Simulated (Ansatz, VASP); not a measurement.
# Si126As (amorphous Si) in two plane-wave programs, part 3 of 3

One calculation is typed for both programs; each brings its own data sets. How far apart do they land? The structure shown is the start of the Ansatz relaxation below; VASP solves that cell, so the two are compared at the walk's first step.

VASP 6.6.1 and Ansatz 0.2.0.

So far. Step 6 (VASP: single point, PBE, start cell, pair 2): The run ends at a pressure of -0.66 GPa, with forces up to 0.69 eV/Å.

### 9. VASP: single point, PBE, start cell, pair 3

Level of this step: PBE; plane waves and PAW (Si, As) (VASP).

The same cell, functional, mesh and smearing now go to VASP, with its own data sets.

The input, INCAR:

```
SYSTEM = Si126As
PREC = Accurate
ENCUT = 400
EDIFF = 1E-06
NELM = 120
ISMEAR = 0
SIGMA = 0.05
LREAL = Auto
ALGO = Normal
GGA = PE
NBANDS = 352
LORBIT = 11
LWAVE = .FALSE.
LCHARG = .FALSE.
ISIF = 2
LASPH = .TRUE.
GGA_COMPAT = .FALSE.
NCORE = 4
```

The input, POSCAR:

```
Si126As
1.0
   13.7871000000      0.0000000000      0.0000000000
    0.0000000000     13.7871000000      0.0000000000
    0.0000000000      0.0000000000     13.7871000000
Si As
126 1
Direct
    0.3207998781      0.0349312038      0.4015565275
    0.1321670257      0.4104416447      0.7464368867
[... 1 atom line left out ...]
    0.3975092659      0.3613885444      0.1270898158
[... 4 atom lines left out ...]
    0.3853602280      0.0171972351      0.9308919207
[... 3 atom lines left out ...]
    0.8199984043      0.3053071349      0.1765273335
    0.9875608359      0.4616489327      0.9916806290
[... 6 atom lines left out ...]
    0.4412312959      0.4570866970      0.8424686845
    0.7498893894      0.2776000754      0.9310805028
[... 3 atom lines left out ...]
    0.8606523489      0.1413132566      0.2226501585
    0.8899696093      0.2028925590      0.7286884116
[... 5 atom lines left out ...]
    0.6001189518      0.8036788012      0.9663526050
[... 5 atom lines left out ...]
    0.5757120787      0.5411217733      0.8966715263
    0.8770082178      0.1681426841      0.8915435443
    0.5450819969      0.9588020686      0.9057524788
[... 2 atom lines left out ...]
    0.6155971887      0.1387673985      0.6862501904
[... 1 atom line left out ...]
    0.5729268664      0.9685212989      0.7327791921
[... 2 atom lines left out ...]
    0.7581507351      0.5342167678      0.0746567443
    0.4902191179      0.9424316934      0.2061709859
[... 1 atom line left out ...]
    0.4305909147      0.0954370390      0.2542594164
[... 2 atom lines left out ...]
    0.6504703672      0.9689709946      0.1469126937
    0.6400765933      0.2707821079      0.7936694446
    0.7593329997      0.9947124486      0.7180480304
[... 2 atom lines left out ...]
    0.7511006666      0.8335980736      0.1692306576
[... 1 atom line left out ...]
    0.4122621871      0.3397016051      0.3775630843
[... 3 atom lines left out ...]
    0.4822478984      0.2947392853      0.8605870705
    0.4678721413      0.2496971807      0.0207367757
[... 1 atom line left out ...]
    0.7024827556      0.5231266909      0.7774803983
[... 2 atom lines left out ...]
    0.8334530104      0.3912497915      0.0284033626
[... 1 atom line left out ...]
    0.7152918308      0.0658731713      0.2710794873
[... 2 atom lines left out ...]
    0.9721913963      0.0043881599      0.1761066504
    0.5854022963      0.1739669691      0.3035736304
[... 1 atom line left out ...]
    0.5588702483      0.2666768211      0.4451915196
    0.8854001204      0.8928708720      0.9297096561
[... 1 atom line left out ...]
    0.5394825598      0.4344931131      0.1841576546
    0.7080676865      0.3824009400      0.6788664766
[... 6 atom lines left out ...]
    0.6574769168      0.0496986313      0.9967215731
[... 1 atom line left out ...]
    0.5936926547      0.5456767558      0.0657426145
    0.6473297503      0.2942025517      0.1951679468
[... 7 atom lines left out ...]
    0.3865932647      0.1099796186      0.0743085928
    0.8925299737      0.4222715437      0.2793988584
[... 3 atom lines left out ...]
    0.3197771830      0.2631010147      0.2416534297
[... 1 atom line left out ...]
    0.3396435799      0.2448012998      0.7901734230
[... 9 atom lines left out ...]
    0.2335081344      0.1559283678      0.1284316499
    0.7890419305      0.0249363535      0.8859731198
[... 3 atom lines left out ...]
    0.0409875898      0.1284969283      0.9391677728
    0.4845906681      0.4891311443      0.3379971132
[... 1 atom line left out ...]
    0.6342885741      0.2152084195      0.0419305003
```

The input, KPOINTS:

```
Automatic mesh
0
Gamma
1 1 1
0 0 0
```

The projector-augmented-wave data sets are Si and As (PBE family, release 64).

Started as:

```bash
mpirun -np 16 vasp_gam
```

Numbers of over 12 decimals in the logs are rounded to 6 here.

Output:

```text
[... set-up lines as in an earlier step ...]
 entering main loop
       N       E                     dE             d eps       ncg     rms          rms(c)
DAV:   1     0.215592075090E+04    0.21559E+04   -0.18713E+05   704   0.103E+03
DAV:   2    -0.397121808951E+03   -0.25530E+04   -0.23709E+04   896   0.194E+02
DAV:   3    -0.667099170859E+03   -0.26998E+03   -0.26360E+03   888   0.566E+01
DAV:   4    -0.675263374676E+03   -0.81642E+01   -0.80897E+01   872   0.118E+01
[...]
DAV:  17    -0.662481622331E+03   -0.12913E-05   -0.73992E-07   536   0.127E-03    0.299E-03
DAV:  18    -0.662481623386E+03   -0.10555E-05   -0.10587E-06   504   0.134E-03    0.114E-03
DAV:  19    -0.662481623590E+03   -0.20360E-06   -0.13320E-07   424   0.536E-04
   1 F= -.66248162E+03 E0= -.66246752E+03  d E =-.282119E-01
```

Parts of OUTCAR (step 9):

```text
  FREE ENERGIE OF THE ION-ELECTRON SYSTEM (eV)
  ---------------------------------------------------
  free  energy   TOTEN  =      -662.4816235897 eV

  energy  without entropy=     -662.4534116918  energy(sigma->0) =     -662.46751764
```

The run ends at a pressure of -0.65 GPa, with forces up to 0.83 eV/Å.

### 10. Differences

What differs besides the data sets and the points named for the pairs above, as far as they apply: the data sets hold 519 valence electrons in Ansatz (on its default PAW (the set named soft_2) files) and 509 in VASP. Total energies have different zeros and are not compared.

Forces on 7 of the 127 atoms, those with the largest forces and the largest differences (eV/Å; atoms numbered as in POSCAR):

```tsv
atom	Ansatz x, y, z	VASP x, y, z
Si22	0.456, 0.252, -0.531	0.475, 0.261, -0.546
Si46	0.285, 0.068, -0.224	0.286, 0.068, -0.223
Si57	-0.072, -0.179, 0.094	-0.072, -0.177, 0.095
Si67	-0.707, 0.101, -0.282	-0.730, 0.106, -0.286
Si91	0.095, -0.794, -0.070	0.099, -0.819, -0.075
Si94	0.109, 0.271, 0.580	0.110, 0.277, 0.599
Si120	0.140, 0.150, -0.164	0.142, 0.152, -0.162
```

The forces differ by 3.4 meV/Å r.m.s., which is 3.6 % of the r.m.s. force of 0.093 eV/Å (both taken over all components).

### 11. Results

| Property | Result |
| --- | --- |
| r.m.s. force difference (single point, PBE, start cell, pair 1) | 3.7 meV/Å |
| r.m.s. force difference (single point, PBE, start cell, pair 2) | 4.3 meV/Å |
| r.m.s. force difference (single point, PBE, start cell, pair 3) | 3.4 meV/Å |

What this shows: The r.m.s. force difference is 4.3 meV/Å (single point, PBE, start cell, pair 2), within the 12 meV/Å picked in this series as the mark of a large difference. The data sets hold unlike numbers of valence electrons (519 in Ansatz and 509 in VASP), so part of the differences may come from the potentials. 5 further pairs of this series are not shown here. Such differences can come from data sets, numerical settings and the points named under the comparisons, not from the functional's error against experiment.

[Lines on the potential files, build, host, timing and source positions are cut from VASP's logs without a mark.]

[Logs are printed without paths, hosts, clocks, repeated set-up lines and the standing remarks that a program may print on its own settings, such as how far it seeks lower states.]

[Hosts, paths, dates, database ids (printed as entryN), source tags and the programs' standing remarks are cut or masked in the printed files.]
